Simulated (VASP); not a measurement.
Consider the following.

```
CELL_PARAMETERS angstrom
      4.86483     0.00000     0.00000
      0.00000     4.86483     0.00000
      0.00000     0.00000     3.21627
ATOMIC_POSITIONS crystal
  Zn 0.00000 0.00000 0.00000
  Zn 0.50000 0.50000 0.50000
  F  0.30456 0.30456 0.00000
  F  0.80456 0.19544 0.50000
  F  0.19544 0.80456 0.50000
  F  0.69544 0.69544 0.00000
```

Method: revPBE GGA, VASP's PBE PAW potentials (set 64) (plane waves; VASP). Settings: 520 eV cut-off, Gaussian smearing of 0.050 eV, potentials Zn F.

Question: Predict the band gap (along the path) with the smallest direct gap where there is one.

Answer: 
The band gap (along the path) is 3.51 eV and the smallest direct gap (along the path) comes out as 3.54 eV.

The compound is ZnF2 in the rutile structure. It was relaxed first, which changed the volume by +10 %.
